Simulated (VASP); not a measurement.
These are revTPSS meta-GGA, VASP's PBE PAW potentials (set 64) (plane waves; VASP) values and carry that method's errors.

Input for VASP

File KPOINTS:
```
Automatic mesh
0
Gamma
4 4 6
0 0 0
```

File POSCAR:
```
SnO2
1
    4.8035121017     0.0000000000     0.0000000000
   -0.0000000000     4.8035121017     0.0000000000
    0.0000000000     0.0000000000     3.2437828757
Sn O
2 4
Direct
  0.0000000000   0.0000000000   1.0000000000
  0.5000000000   0.5000000000   0.5000000000
  0.3062135817   0.3062135817   1.0000000000
  0.8062135817   0.1937864183   0.5000000000
  0.1937864183   0.8062135817   0.5000000000
  0.6937864183   0.6937864183   0.0000000000
```

**INCAR**
```
ALGO  =  Normal
EDIFF  =  1E-6
EDIFFG  =  -0.02
ENCUT  =  520
IBRION  =  2
ISIF  =  3
ISMEAR  =  0
LASPH  =  .TRUE.
LCHARG  =  .FALSE.
LMAXMIX  =  4
LMIXTAU  =  .TRUE.
LREAL  =  .FALSE.
LWAVE  =  .FALSE.
METAGGA  =  RTPSS
NELM  =  100
NSW  =  60
PREC  =  Accurate
SIGMA  =  0.05
SYSTEM  =  SnO2
```

POTCAR, in this order: Sn_d O (PBE.64 set). Program: vasp_std.

Output of the run:

### OSZICAR
```
       N       E                     dE             d eps       ncg     rms          rms(c)
DAV:   1     0.727659598663E+03    0.72766E+03   -0.26677E+04  1566   0.264E+03
DAV:   2     0.155088404224E+03   -0.57257E+03   -0.55656E+03  1495   0.703E+02
DAV:   3     0.424524289132E+02   -0.11264E+03   -0.11097E+03  1764   0.264E+02
DAV:   4     0.366856820603E+02   -0.57667E+01   -0.57301E+01  1776   0.669E+01
DAV:   5     0.365524007427E+02   -0.13328E+00   -0.13318E+00  1833   0.106E+01    0.224E+01
DAV:   6    -0.151281939835E+02   -0.51681E+02   -0.33740E+02  1708   0.172E+02    0.192E+01
DAV:   7    -0.105189699782E+02    0.46092E+01   -0.70173E+00  1973   0.350E+01    0.139E+01
DAV:   8    -0.991632945130E+01    0.60264E+00   -0.72929E+01  2276   0.106E+02    0.133E+01
DAV:   9    -0.803682590874E+01    0.18795E+01   -0.14022E+01  2235   0.355E+01    0.588E+00
DAV:  10    -0.786974487553E+01    0.16708E+00   -0.68931E-01  1729   0.537E+00    0.437E+00
DAV:  11    -0.753358324422E+01    0.33616E+00   -0.93472E-01  2075   0.118E+01    0.106E+00
DAV:  12    -0.759590343962E+01   -0.62320E-01   -0.15094E-01  1538   0.316E+00    0.561E-01
DAV:  13    -0.760085633504E+01   -0.49529E-02   -0.28437E-02  2077   0.214E+00    0.260E-01
DAV:  14    -0.762454293983E+01   -0.23687E-01   -0.18295E-02  1600   0.102E+00    0.176E-01
DAV:  15    -0.762788439167E+01   -0.33415E-02   -0.10815E-03  1878   0.353E-01    0.165E-01
DAV:  16    -0.762840992716E+01   -0.52554E-03   -0.19287E-03  2009   0.355E-01    0.605E-02
DAV:  17    -0.762859196223E+01   -0.18204E-03   -0.19136E-04  1940   0.110E-01    0.115E-02
DAV:  18    -0.762858828991E+01    0.36723E-05   -0.19401E-05  2107   0.743E-02    0.113E-02
DAV:  19    -0.762858684494E+01    0.14450E-05   -0.46674E-06  1633   0.411E-02    0.743E-03
DAV:  20    -0.762858831504E+01   -0.14701E-05   -0.41605E-06  1446   0.186E-02    0.233E-03
DAV:  21    -0.762858811252E+01    0.20252E-06   -0.41849E-07   877   0.739E-03
   1 F= -.76285881E+01 E0= -.76285881E+01  d E =-.762859E+01
```

OUTCAR:
```
------------------------ aborting loop because EDIFF is reached ----------------------------------------
  FORCE on cell =-STRESS in cart. coord.  units (eV):
  Direction    XX          YY          ZZ          XY          YZ          ZX
  --------------------------------------------------------------------------------------
  Total        0.0517533      0.0517533      0.0014079      0.0000000      0.0000000      0.0000000
  in kB        1.1078441      1.1078441      0.0301387      0.0000000      0.0000000      0.0000000
  external PRESSURE =       0.7486090 kB  Pullay stress =       0.0000000 kB
  volume of cell :       74.85
      direct lattice vectors                 reciprocal lattice vectors
     4.803512102  0.000000000  0.000000000     0.208181010  0.000000000  0.000000000
     0.000000000  4.803512102  0.000000000     0.000000000  0.208181010  0.000000000
     0.000000000  0.000000000  3.243782876     0.000000000  0.000000000  0.308282039
 POSITION                                       TOTAL-FORCE (eV/Angst)
 -----------------------------------------------------------------------------------
      0.00000      0.00000      0.00000        -0.000000      0.000000      0.000000
      2.40176      2.40176      1.62189        -0.000000      0.000000      0.000000
      1.47090      1.47090      0.00000        -0.003654     -0.003654      0.000000
      3.87266      0.93086      1.62189        -0.003654      0.003654      0.000000
      0.93086      3.87266      1.62189         0.003654     -0.003654      0.000000
      3.33261      3.33261      0.00000         0.003654      0.003654      0.000000
 -----------------------------------------------------------------------------------
    total drift:                                0.000000      0.000000      0.000000
  FREE ENERGIE OF THE ION-ELECTRON SYSTEM (eV)
  ---------------------------------------------------
  free  energy   TOTEN  =        -7.6285881125 eV

  energy  without entropy=       -7.6285881125  energy(sigma->0) =       -7.62858811

 reached required accuracy - stopping structural energy minimisation
```
(Selected blocks of OUTCAR.)

File OUTCAR:
```
 val. band max:        5.4742385616   @ k =   0.0000   0.0000   0.0000

 cond. band min:       6.3397833297   @ k =   0.0000   0.0000   0.0000


 Fermi energy:         5.7486279747

 k-point     1 :       0.0000    0.0000    0.0000
  band No.  band energies     occupation
      1     -15.7763      2.00000
      2     -14.9730      2.00000
      3     -14.7435      2.00000
      4     -14.7435      2.00000
      5     -14.7156      2.00000
      6     -14.6718      2.00000
      7     -14.5840      2.00000
      8     -14.5094      2.00000
      9     -14.4793      2.00000
     10     -14.4793      2.00000
     11     -13.7280      2.00000
     12     -12.1028      2.00000
     13     -12.1028      2.00000
     14     -10.3987      2.00000
     15      -2.4801      2.00000
     16       1.5834      2.00000
     17       1.5834      2.00000
     18       1.6837      2.00000
     19       2.4343      2.00000
     20       3.5557      2.00000
     21       3.5990      2.00000
     22       4.2571      2.00000
     23       4.2571      2.00000
     24       4.7642      2.00000
     25       4.7642      2.00000
     26       5.4742      2.00000
     27       6.3398      0.00000
     28      11.4274      0.00000
     29      11.6337      0.00000
     30      11.6337      0.00000
     31      15.8229      0.00000

 k-point     2 :       0.2500    0.0000    0.0000
  band No.  band energies     occupation
      1     -15.6830      2.00000
      2     -15.1037      2.00000
      3     -14.7411      2.00000
      4     -14.7410      2.00000
      5     -14.7180      2.00000
      6     -14.7162      2.00000
      7     -14.5721      2.00000
      8     -14.5190      2.00000
      9     -14.4829      2.00000
     10     -14.4827      2.00000
     11     -13.5572      2.00000
     12     -12.4285      2.00000
     13     -11.7680      2.00000
     14     -10.5594      2.00000
     15      -2.0699      2.00000
     16       0.6114      2.00000
     17       1.8282      2.00000
...
```

Unless said otherwise, spin-orbit coupling is left out, though it shifts the bands of the heavy elements here.

The compound is SnO2 in the rutile structure. It was relaxed first. The start is the result of an earlier pass.
